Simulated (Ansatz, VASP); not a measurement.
# SnSe2 in two plane-wave programs

One calculation is typed for both programs; each brings its own data sets. How far apart do they land? The cell is taken from a series of runs on this material, whose earlier steps may have relaxed, scaled, displaced or heated it; both programs get it as it stands.

Method: plane waves, with VASP 6.6.1 beside it; single point at PBEsol, in Ansatz 0.2.0.

### Step 1. The starting structure

The cell holds 6 atoms: 4 Se and 2 Sn. Cell: a = 3.811 Å, b = 3.811 Å, c = 24.192 Å, α = 90.0°, β = 90.0°, γ = 120.0°. It derives from SnSe2. As first built, before any earlier steps moved the atoms (in the runner's words): kind sheets cut from a layered crystal; sheets 2; fields 0 to 0.4 V/Å. Vacuum lies along c.

### Step 2. Ansatz: single point, PBEsol

Ansatz runs on its default PAW (the set named soft_2) files.

With cell and atoms fixed, the geometry can't cause a difference; cores, projectors, grids and the points listed under the comparison can.

input.yaml

```yaml
crystal:
  lattice:
    - [3.8110000001, 0.0, 0.0]
    - [-1.9055000001, 3.3004228139, 0.0]
    - [0.0, 0.0, 24.191728]
  atoms:
    - { symbol: Se, position: [0.3333333333, 0.6666666667, 0.6812757922] }
    - { symbol: Sn, position: [0.0, 0.0, 0.6161808815] }
    - { symbol: Se, position: [0.6666666667, 0.3333333333, 0.5508321641] }
    - { symbol: Se, position: [0.3333333333, 0.6666666667, 0.4491678359] }
    - { symbol: Sn, position: [0.0, 0.0, 0.3838191185] }
    - { symbol: Se, position: [0.6666666667, 0.3333333333, 0.3187242078] }
kpoints:
  mp_grid: { grid: [12, 12, 1] }
scf:
  occupations: { method: fermi_dirac, width: 0.02 }
  n_extra_bands: 10
hamiltonian:
  xc: pbesol
  pseudopotentials: { kind: paw }
output:
  forces: true
  write_potential: true
  volumetric_format: []
  dos:
    projected: true
    de: 0.05
    e_range: [-30, 12]
    method: { smearing: { sigma: 0.12, scheme: gaussian } }
  eigenstates:
    kpoints:
      - [0.33333333, 0.33333333, 0.0]
      - [0.31666667, 0.31666667, 0.0]
      - [0.3, 0.3, 0.0]
      - [0.28333333, 0.28333333, 0.0]
      - [0.26666667, 0.26666667, 0.0]
      - [0.25, 0.25, 0.0]
      - [0.23333333, 0.23333333, 0.0]
      - [0.21666667, 0.21666667, 0.0]
      - [0.2, 0.2, 0.0]
      - [0.18333333, 0.18333333, 0.0]
      - [0.16666667, 0.16666667, 0.0]
      - [0.15, 0.15, 0.0]
      - [0.13333333, 0.13333333, 0.0]
      - [0.11666667, 0.11666667, 0.0]
      - [0.1, 0.1, 0.0]
      - [0.08333333, 0.08333333, 0.0]
      - [0.06666667, 0.06666667, 0.0]
      - [0.05, 0.05, 0.0]
      - [0.03333333, 0.03333333, 0.0]
      - [0.01666667, 0.01666667, 0.0]
      - [0.0, 0.0, 0.0]
      - [0.02777778, 0.0, 0.0]
      - [0.05555556, 0.0, 0.0]
      - [0.08333333, 0.0, 0.0]
      - [0.11111111, 0.0, 0.0]
      - [0.13888889, 0.0, 0.0]
      - [0.16666667, 0.0, 0.0]
      - [0.19444444, 0.0, 0.0]
      - [0.22222222, 0.0, 0.0]
      - [0.25, 0.0, 0.0]
      - [0.27777778, 0.0, 0.0]
      - [0.30555556, 0.0, 0.0]
      - [0.33333333, 0.0, 0.0]
      - [0.36111111, 0.0, 0.0]
      - [0.38888889, 0.0, 0.0]
      - [0.41666667, 0.0, 0.0]
      - [0.44444444, 0.0, 0.0]
      - [0.47222222, 0.0, 0.0]
      - [0.5, 0.0, 0.0]
      - [0.48333333, 0.03333333, 0.0]
      - [0.46666667, 0.06666667, 0.0]
      - [0.45, 0.1, 0.0]
      - [0.43333333, 0.13333333, 0.0]
      - [0.41666667, 0.16666667, 0.0]
      - [0.4, 0.2, 0.0]
      - [0.38333333, 0.23333333, 0.0]
      - [0.36666667, 0.26666667, 0.0]
      - [0.35, 0.3, 0.0]
    e_range: [-8.0, 6.0]
    unfold:
      supercell_matrix: [[1, 0, 0], [0, 1, 0], [0, 0, 1]]
      layers:
        axis: 3
        edges: [0.153379, 0.416493, 0.416593, 0.583406, 0.583506, 0.846621]
```

Run with:

```bash
> ansatz run input.yaml --threads 4 --pin off --max-ram 11264MiB --backend cpu --events-out ev --progress --plain --runs-dir out
```

Numbers of over 12 decimals in the logs are rounded to 6 here.

The program printed:

```text
scf.n_extra_bands = 10 over 46 filled bands (N_el = 92.0): the run solves 56 bands
Engine: ansatz 0.2.0, aarch64-unknown-linux-gnu
Pseudopotentials: kind: paw
Pseudopotential: Se, paw, valence charge 16, recommended cutoff 420 eV (normal), Se.paw.azcp
Pseudopotential: Sn, paw, valence charge 14, recommended cutoff 420 eV (normal), Sn.paw.azcp
Functional definition: PBEsol
  exchange = pbesol_x
  correlation = pbesol_c
Crystal: 6 atoms, lattice volume = 304.281 Å³
Basis set: ecut = 420 eV, 5937 PW (Γ), exchange–correlation on 54×54×324 points (8 copies of the dense FFT grid, shifted against one another)
Bands: 56, of which v1, the nominal top of the filled ones, is band 46 counted from 1 (45 counted from 0)
Symmetry: 12 space group operations
Space group: P-3m1 (ITA 164), of the structure as read, at distance tolerance 6.7e-5 Å
k-points: 19 of 144
Non-local potential: Se, projectors of the file, l = 0: 2, l = 1: 2, l = 2: 3, l = 3: 1
Non-local potential: Sn, projectors of the file, l = 0: 2, l = 1: 2, l = 2: 2, l = 3: 2
PAW form: soft (Blöchl's): semilocal exchange-correlation on the pseudo side does not see the compensation charge
PAW frozen core: Se, regenerated for the run's functional, and the local potential with it (the file was generated under x = pbe(κ = 0.804, μ = 0.219515), c = pbe(β = 0.066725))
PAW frozen core: Sn, regenerated for the run's functional, and the local potential with it (the file was generated under x = pbe(κ = 0.804, μ = 0.219515), c = pbe(β = 0.066725))
PAW one-centre angular grid: Se, 590 points (default); XC on 64 Gauss nodes
PAW one-centre angular grid: Sn, 590 points (default); XC on 64 Gauss nodes
Initial density: superposition of atomic densities (neutral atoms: chi_scale 0, normalization atom), corrected by the library's trained network
Initial wavefunctions: pseudopotential atomic-orbital guess
Functional: x = pbesol(κ = 0.804, μ = 0.123457), c = pbesol(β = 0.046)
SCF iter   1: F=—  HF=-33598.349043 eV  |F-HF|=—  |Δ(HF+E_count)|=         —  Δρ=1.78e-3  dr2=1.98e-2  ethr=1.77e-3  ⟨swp⟩=8.7  Hψ=4410  notcnv=0  defer=2
preconditioner: auto → Resta (q_TF=auto, 2.235 Å⁻¹)  ε∞=1.9  [insulator: Δε(μ)=0.600 eV  Ē_g=15.948 eV  σ=0.020 eV  W_gap=1.00  n_scr=70 (ndim 8)  ℏωp=15.4 eV  f_vac=0.517  D(μ)=0.00/eV (n_scr^D=0)  ε∞_Penn≈1.9  vacuum switching on, ρ_ref=1.8e-2 e/Å³]
SCF iter   2: F=—  HF=-33598.345646 eV  |F-HF|=—  |Δ(HF+E_count)|=   3.40e-3  Δρ=1.25e-3  dr2=2.94e-2  ethr=2.15e-5  ⟨swp⟩=4.2  Hψ=2457  notcnv=0  defer=82
SCF iter   3: F=—  HF=-33598.343659 eV  |F-HF|=—  |Δ(HF+E_count)|=   1.99e-3  Δρ=7.61e-4  dr2=1.09e-2  ethr=2.15e-5  ⟨swp⟩=2.8  Hψ=1290  notcnv=0  defer=82
SCF iter   4: F=—  HF=-33598.342872 eV  |F-HF|=—  |Δ(HF+E_count)|=   7.87e-4  Δρ=3.47e-4  dr2=1.91e-3  ethr=1.18e-5  ⟨swp⟩=2.0  Hψ=1110  notcnv=0  defer=82
SCF iter   5: F=—  HF=-33598.342786 eV  |F-HF|=—  |Δ(HF+E_count)|=   8.66e-5  Δρ=1.16e-4  dr2=1.18e-4  ethr=2.07e-6  ⟨swp⟩=1.9  Hψ=1097  notcnv=0  defer=82
SCF iter   6: F=—  HF=-33598.342797 eV  |F-HF|=—  |Δ(HF+E_count)|=   1.11e-5  Δρ=2.77e-5  dr2=4.09e-6  ethr=1.28e-7  ⟨swp⟩=2.0  Hψ=1175  notcnv=0  defer=82
SCF iter   7: F=—  HF=-33598.342885 eV  |F-HF|=—  |Δ(HF+E_count)|=   8.79e-5  Δρ=7.67e-6  dr2=1.69e-7  ethr=4.44e-9  ⟨swp⟩=2.5  Hψ=1695  notcnv=0  defer=82
SCF iter   8: F=-33598.342885 eV  HF=-33598.342885 eV  |F-HF|=4.73e-8  |Δ(HF+E_count)|=   1.21e-7  Δρ=3.75e-6  dr2=4.96e-8  ethr=1.09e-10  ⟨swp⟩=17.8  Hψ=8735  notcnv=0
SCF 1 converged in 8 iterations: F = -33598.342885 eV  dr2 = 4.96e-8
  greatest PAW one-centre occupation: 1.000 electrons in one spin orbital (limit 2), on the Se atom at site 3 (counted from 0), in its partial waves of l = 2
NSCF: frozen V_eff on 48 k-points
WARN: The output density's exchange-correlation potential varies sharply where the density is thin. Do not read a vacuum level from v_tot or v_xc, or from such a field of the output density. On a cell that repeats whose density bears no net charge and no dipole along the vacuum's axis use v_es (v_loc + v_h of the components); under efield.dipole_correction with no amplitude use v_es + v_field, which holds any externa [...]
SCF converged after 8 iterations
Free energy (F): -33598.342885 eV
Harris-Foulkes:  -33598.342885 eV  (|F-HF|=4.73e-8)
Internal energy: -33598.342885 eV  (E = F + TS)
E sigma→0 (E₀):  -33598.342885 eV
Entropy (-TS):   -0.000000 eV (-0.000 meV/atom)
Fermi energy:    1.551629 eV
--- Per-component energies (eV) ---
  E_band       = -2357.658780
  E_kinetic    = 851.351468
  E_local      = -85937.299472  (includes V_loc(G=0)·N_el)
  E_nonlocal   = -2428.860453
  E_hartree    = 42796.958506
  E_xc         = -1169.952646
  E_vxc        = -584.495717  (∫ρ·V_xc dr)
  E_paw        = -15610.550448  (= ΣΔE_a)
  E_vpaw       = 147.748250  (= ΣTr[D̂ρ^β])
  E_aug_tail   = -0.002490  (compensation charges beyond the density's cutoff)
  E_ewald      = 27895.409170
  E_core_change = 4.603481  (= ΣΔE_core)
  E_smearing   = -0.000000  (= −TS)
  E_closure    = 0.000000  (closes the sum)
  Σ components = -33598.342885   (vs F -33598.342885, Δ=0.00e0)
--- Forces (eV/Å), atoms counted from 1 ---
  atom   1  Se    -0.00000000     0.00000000     0.08486812
  atom   2  Sn     0.00000000    -0.00000000     0.09742819
  atom   3  Se     0.00000000    -0.00000000     0.03242951
  atom   4  Se     0.00000000     0.00000000    -0.03242951
  atom   5  Sn    -0.00000000     0.00000000    -0.09742819
  atom   6  Se     0.00000000    -0.00000000    -0.08486812
  max |Σ_I F_I| component: 2.78e-17 eV/Å
--- Band table (eV; the first three rows and the last of 19) ---
  k-point 0: bands = [... 42 lower, 0.8255, 0.8255, 1.0239, 1.0239, 2.4029, 3.4119, 4.0497, 4.2765, ... 6 higher]
  k-point 1: bands = [... 42 lower, 0.6067, 0.8590, 0.9380, 1.1076, 2.9496, 3.4961, 4.4625, 4.6067, ... 6 higher]
  k-point 2: bands = [... 42 lower, -0.0705, 0.8062, 1.0832, 1.1552, 3.0379, 3.5531, 4.8081, 5.2600, ... 6 higher]
  k-point 18: bands = [... 42 lower, -0.4351, -0.4351, 0.7411, 0.7411, 2.2847, 3.4152, 5.9121, 5.9121, ... 6 higher]
```

Reading the cycles: dr2 is the Hartree energy of the density residual (eV), the measure of convergence; HF is the Harris–Foulkes estimate of the energy, which meets the free energy F at convergence.

### Step 3. VASP: single point, PBEsol

The same cell, functional, mesh and smearing now go to VASP, with its own data sets.

Lines of VASP's logs that name or quote its potential files are left out, and so is its time.

INCAR

```
SYSTEM = SnSe2
PREC = Accurate
ENCUT = 400
EDIFF = 1E-06
NELM = 120
ISMEAR = -1
SIGMA = 0.02
LREAL = .FALSE.
ALGO = Normal
GGA = PS
NBANDS = 32
LORBIT = 11
LWAVE = .FALSE.
LCHARG = .FALSE.
ISIF = 2
LASPH = .TRUE.
GGA_COMPAT = .FALSE.
EFERMI = MIDGAP
KPAR = 2
```

POSCAR

```
SnSe2
1.0
    3.8110000001      0.0000000000      0.0000000000
   -1.9055000001      3.3004228139      0.0000000000
    0.0000000000      0.0000000000     24.1917280000
Se Sn
4 2
Direct
    0.3333333333      0.6666666667      0.6812757922
    0.6666666667      0.3333333333      0.5508321641
    0.3333333333      0.6666666667      0.4491678359
    0.6666666667      0.3333333333      0.3187242078
    0.0000000000      0.0000000000      0.6161808815
    0.0000000000      0.0000000000      0.3838191185
```

KPOINTS

```
Automatic mesh
0
Gamma
12 12 1
0 0 0
```

The projector-augmented-wave data sets are Se and Sn_d (PBE family, release 64).

Run with:

```bash
> mpirun -np 2 vasp_std
```

The program printed:

```text
[banner, memory and clock lines left out]
running    2 mpi-ranks, on    1 nodes
 distrk:  each k-point on    1 cores,    2 groups
 distr:  one band on    1 cores,    1 groups

 POSCAR found type information on POSCAR SeSn
 POSCAR found :  2 types and       6 ions
|                                                                             |
|               ----> ADVICE to this user running VASP <----                  |
|                                                                             |
|     You enforced a specific xc type in the INCAR file but a different       |
|     [... a line on the potential file left out ...]
|     I HOPE YOU KNOW WHAT YOU ARE DOING!                                     |
|                                                                             |

 LDA part: xc-table for (Slater+PW92), standard interpolation
 POSCAR, INCAR and KPOINTS ok, starting setup
 FFT: planning ... GRIDC
 FFT: planning ... GRID_SOFT
 FFT: planning ... GRID
 WAVECAR not read
 entering main loop
       N       E                     dE             d eps       ncg     rms          rms(c)
DAV:   1     0.417098141488E+03    0.41710E+03   -0.20671E+04  1344   0.128E+03
DAV:   2     0.248699616898E+02   -0.39223E+03   -0.38377E+03  1440   0.320E+02
DAV:   3    -0.242009486571E+02   -0.49071E+02   -0.47999E+02  1472   0.134E+02
DAV:   4    -0.263192951306E+02   -0.21183E+01   -0.21068E+01  1480   0.306E+01
DAV:   5    -0.263918378951E+02   -0.72543E-01   -0.72506E-01  1648   0.551E+00    0.722E+00
DAV:   6    -0.259264758548E+02    0.46536E+00   -0.86092E-01  1752   0.918E+00    0.451E+00
DAV:   7    -0.258758156869E+02    0.50660E-01   -0.45291E-01  1616   0.408E+00    0.606E-01
DAV:   8    -0.258669140112E+02    0.89017E-02   -0.54457E-02  1728   0.220E+00    0.351E-01
DAV:   9    -0.258669882522E+02   -0.74241E-04   -0.45495E-03  1608   0.354E-01    0.887E-02
DAV:  10    -0.258669519952E+02    0.36257E-04   -0.35601E-04  1792   0.165E-01    0.401E-02
DAV:  11    -0.258669302517E+02    0.21744E-04   -0.10538E-04  1496   0.573E-02    0.129E-02
DAV:  12    -0.258669293568E+02    0.89485E-06   -0.14294E-05  1424   0.164E-02    0.121E-02
DAV:  13    -0.258669629705E+02   -0.33614E-04   -0.21463E-05  1320   0.144E-02    0.531E-03
DAV:  14    -0.258669973101E+02   -0.34340E-04   -0.30275E-06  1176   0.711E-03    0.347E-03
DAV:  15    -0.258670486848E+02   -0.51375E-04   -0.79872E-06  1176   0.895E-03    0.305E-03
DAV:  16    -0.258670586728E+02   -0.99880E-05   -0.81798E-07  1112   0.309E-03    0.190E-03
DAV:  17    -0.258670761280E+02   -0.17455E-04   -0.79570E-07  1048   0.266E-03    0.953E-04
DAV:  18    -0.258670838982E+02   -0.77702E-05   -0.51198E-07  1048   0.223E-03    0.133E-03
DAV:  19    -0.258670922511E+02   -0.83529E-05   -0.19756E-07   968   0.190E-03    0.405E-04
DAV:  20    -0.258670959619E+02   -0.37108E-05   -0.17680E-07  1000   0.114E-03    0.398E-04
DAV:  21    -0.258670967320E+02   -0.77005E-06   -0.30593E-08  1008   0.682E-04
   1 F= -.25867097E+02 E0= -.25867097E+02  d E =-.191540E-07
```

Parts of OUTCAR (step 3):

```text
ion  position               nearest neighbor table
   1  0.333  0.667  0.681-   5 2.71   5 2.71   5 2.71
   2  0.667  0.333  0.551-   5 2.71   5 2.71   5 2.71
   3  0.333  0.667  0.449-   6 2.71   6 2.71   6 2.71
   4  0.667  0.333  0.319-   6 2.71   6 2.71   6 2.71
   5  0.000  0.000  0.616-   1 2.71   1 2.71   1 2.71   2 2.71   2 2.71   2 2.71
   6  0.000  0.000  0.384-   4 2.71   4 2.71   4 2.71   3 2.71   3 2.71   3 2.71

  LATTYP: Found a hexagonal cell.
 ALAT       =     3.8110000001
 C/A-ratio  =     6.3478688007

 Subroutine GETGRP returns: Found 12 space group operations
 (whereof 12 operations were pure point group operations)

The static configuration has the point symmetry D_3d.

 Found     19 irreducible k-points:

   k-points           NKPTS =     19   k-points in BZ     NKDIM =     19   number of bands    NBANDS=     32

   dimension x,y,z NGX =    28 NGY =   28 NGZ =  160
   dimension x,y,z NGXF=    56 NGYF=   56 NGZF=  320

   ENCUT  =  400.0 eV  29.40 Ry    5.42 a.u.   6.21  6.21 39.45*2*pi/ulx,y,z

   NELECT =      52.0000    total number of electrons

 k-points in reciprocal lattice and weights: Automatic mesh
   0.00000000  0.00000000  0.00000000       0.007
   0.08333333  0.00000000  0.00000000       0.042
   0.16666667 -0.00000000  0.00000000       0.042
   0.25000000 -0.00000000  0.00000000       0.042
   0.33333333  0.00000000  0.00000000       0.042
   0.41666667 -0.00000000  0.00000000       0.042
   0.50000000 -0.00000000  0.00000000       0.021
   0.08333333  0.08333333  0.00000000       0.042
   0.16666667  0.08333333  0.00000000       0.083
[...]
0.33333333  0.25000000  0.00000000       0.083
   0.33333333  0.33333333  0.00000000       0.014

 average (electrostatic) potential at core
       1 -58.1866       2 -58.2886       3 -58.2886       4 -58.1866       5-107.3498
       6-107.3498

 E-fermi :  -0.4450

 k-point     1 :       0.0000    0.0000    0.0000
  band No.  band energies     occupation
    ...
     22      -1.3798      2.00000
     23      -1.1721      2.00000
     24      -1.1721      2.00000
     25      -0.9733      2.00000
     26      -0.9733      2.00000
     27       0.4024      0.00000
     28       1.4128      0.00000
     29       2.0468      0.00000
     30       2.2710      0.00000
     31       3.4341      0.00000
    ...

 k-point     2 :       0.0833    0.0000    0.0000
  band No.  band energies     occupation
    ...
     22      -1.6487      2.00000
     23      -1.3914      2.00000
     24      -1.1382      2.00000
     25      -1.0566      2.00000
     26      -0.8894      2.00000
     27       0.9508      0.00000
     28       1.4975      0.00000
     29       2.4595      0.00000
     30       2.6035      0.00000
     31       3.4996      0.00000
    ...

 k-point     3 :       0.1667   -0.0000    0.0000
  band No.  band energies     occupation
    ...
     22      -2.0950      2.00000
     23      -2.0713      2.00000
     24      -1.1908      2.00000
     25      -0.9112      2.00000
     26      -0.8415      2.00000
     27       1.0392      0.00000
     28       1.5550      0.00000
     29       2.8052      0.00000
     30       3.2573      0.00000
     31       3.8751      0.00000
    ...

  Total        1.1481052      1.1481052      1.4478608     -0.0000000      0.0000000     -0.0000000
  in kB        6.0452860      6.0452860      7.6236331     -0.0000000      0.0000000     -0.0000000
  external PRESSURE =       6.5714017 kB  Pullay stress =       0.0000000 kB

  energy-cutoff  :      400.00
  volume of cell :      304.28
      direct lattice vectors                 reciprocal lattice vectors
     3.811000000  0.000000000  0.000000000     0.262398321  0.151495741  0.000000000
    -1.905500000  3.300422814  0.000000000     0.000000000  0.302991482  0.000000000
     0.000000000  0.000000000 24.191728000     0.000000000  0.000000000  0.041336444

 POSITION                                       TOTAL-FORCE (eV/Angst)
 -----------------------------------------------------------------------------------
     -0.00000      2.20028     16.48124        -0.000000     -0.000000      0.105634
      1.90550      1.10014     13.32558        -0.000000     -0.000000      0.012687
     -0.00000      2.20028     10.86615         0.000000      0.000000     -0.012687
      1.90550      1.10014      7.71049         0.000000      0.000000     -0.105634
      0.00000      0.00000     14.90648         0.000000      0.000000      0.096090
      0.00000      0.00000      9.28525        -0.000000      0.000000     -0.096090
 -----------------------------------------------------------------------------------
    total drift:                               -0.000000      0.000000     -0.000000

  FREE ENERGIE OF THE ION-ELECTRON SYSTEM (eV)
  ---------------------------------------------------
  free  energy   TOTEN  =       -25.8670967320 eV

  energy  without entropy=      -25.8670967128  energy(sigma->0) =      -25.86709672

 total charge
# of ion       s       p       d       tot
------------------------------------------
    1        1.485   2.304   0.026   3.815
    2        1.492   2.290   0.034   3.815
    3        1.492   2.290   0.034   3.815
    4        1.485   2.304   0.026   3.815
    5        1.066   1.039  10.102  12.207
    6        1.066   1.039  10.102  12.207
--------------------------------------------------
tot          8.085  11.264  20.325  39.674

[... 3 further parts left out ...]
```

### Step 4. Comparison

Known differences besides the potentials themselves: the data sets hold 92 valence electrons in Ansatz (on its default PAW (the set named soft_2) files) and 52 in VASP; the cutoff is 420 eV in Ansatz and 400 eV in VASP; Ansatz makes its cores anew for this functional, VASP keeps those of its PBE data sets. Total energies have different zeros and are not compared.

Compared:

```csv
quantity,Ansatz,VASP,difference
gap on the k mesh (eV),0.601,0.597,+0.004
```

Forces (eV/Å; atoms numbered as in POSCAR):

```csv
atom,"Ansatz x, y, z","VASP x, y, z"
Se1,"0.000, 0.000, 0.085","0.000, 0.000, 0.106"
Se2,"0.000, 0.000, 0.032","0.000, 0.000, 0.013"
Se3,"0.000, 0.000, -0.032","0.000, 0.000, -0.013"
Se4,"0.000, 0.000, -0.085","0.000, 0.000, -0.106"
Sn5,"0.000, 0.000, 0.097","0.000, 0.000, 0.096"
Sn6,"0.000, 0.000, -0.097","0.000, 0.000, -0.096"
```

The forces differ by 9.6 meV/Å r.m.s., which is 20.0 % of the r.m.s. force of 0.048 eV/Å (both taken over all components). A gap on the mesh is an upper bound, since the band edges may lie between its points. With vacuum in the cell, a pressure given here is an average over mostly empty space and none of the material.

### Step 5. Results

```yaml
r_m_s_force_difference_single_point_pbesol: 9.6 meV/Å
```

What this shows: The r.m.s. force difference is 9.6 meV/Å (single point, PBEsol), within the 12 meV/Å picked in this series as the mark of a large difference. The data sets hold unlike numbers of valence electrons (92 in Ansatz and 52 in VASP), so part of the differences comes from the potentials. 1 further run of this series is not shown here. How closely two codes agree says nothing of how well the functional describes the real material.

[Lines on the potential files, build, host, timing and source positions are cut from VASP's logs without a mark.]

[Logs are printed without paths, hosts, clocks, repeated set-up lines and the standing remarks that a program may print on its own settings, such as how far it seeks lower states.]

[Hosts, paths, dates, database ids (printed as entryN), source tags and the programs' standing remarks are cut or masked in the printed files.]
